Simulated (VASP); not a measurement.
A run of VASP 6.6.1:

Contents of INCAR:

```
SYSTEM = CuMo7
PREC = Normal
ENCUT = 520
EDIFF = 1E-4
ISMEAR = 0
SIGMA = 0.15
LREAL = .False.
LASPH = .True.
NELM = 60
ALGO = Fast
ISIF = 3
LWAVE = .False.
LCHARG = .False.
GGA = PE
IBRION = 2
NSW = 24
EDIFFG = -0.08
```

File KPOINTS:

```
Automatic mesh
0
Gamma
  4 4 4
  0 0 0
```

File POSCAR:

```
CuMo7
1.0
    0.0000000000      4.3765764400      4.3765764400
    4.3765764400      0.0000000000      4.3765764400
    4.3765764400      4.3765764400      0.0000000000
Cu Mo
1 7
Direct
    0.5000000000      0.5000000000      0.5000000000
    0.7581470100      0.2418529900      0.2418529900
    0.2418529900      0.7581470100      0.7581470100
    0.2418529900      0.7581470100      0.2418529900
    0.7581470100      0.2418529900      0.7581470100
    0.2418529900      0.2418529900      0.7581470100
    0.7581470100      0.7581470100      0.2418529900
    0.0000000000      0.0000000000      0.0000000000
```

Potentials or basis: VASP PAW PBE potentials, release 64 (Cu, Mo_sv).

Command:

```bash
$ cat potpaw_PBE.64/Cu/POTCAR potpaw_PBE.64/Mo_sv/POTCAR > POTCAR
$ mpirun -np 1 vasp_std > vasp.out
```

Hardware: 1 thread of Intel(R) Xeon(R) 6975P-C (Granite Rapids) (shared host).

Task: Estimate the wall time of this run.

Result: Wall time 14 min on 1 thread of Intel(R) Xeon(R) 6975P-C (Granite Rapids), on a shared host, peak memory 0.26 GiB. Counts: scf iterations 377, k points 8, ion steps 12.
